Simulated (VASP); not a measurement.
Data:

```
Ga3As4B
1.0
    5.51659     0.00000     0.00000
    0.00000     5.51659     0.00000
    0.00000     0.00000     5.51659
Ga As B
3 4 1
Direct
  0.00000   0.00000   0.00000
  0.50000   0.50000   0.00000
  0.50000   0.00000   0.50000
  0.22769   0.27231   0.27231
  0.77231   0.72769   0.27231
  0.77231   0.27231   0.72769
  0.22769   0.72769   0.72769
  0.00000   0.50000   0.50000
```

Calculation: PBE GGA, VASP's PBE PAW potentials (set 64) (plane waves; VASP 6.6.1). Run with 500 eV cut-off, 4×4×4 Γ-centred mesh, Gaussian smearing of 0.050 eV, potentials Ga_d As B.

Task: Predict the energy per atom (σ→0), band gap (on the k-mesh) with the smallest direct gap where there is one.

Result: 
The band gap (on the k-mesh) is 0.53 eV, the smallest direct gap (on the k-mesh) is 0.59 eV and the energy per atom (σ→0) comes out as -4.413 eV/atom.

The absolute energy has meaning only against runs of the same code, potentials and settings.

The structure was generated: Ga3As4B was put into an ordered model structure (P-43m), which need not be its known phase. It was relaxed first. The start is the result of an earlier pass.
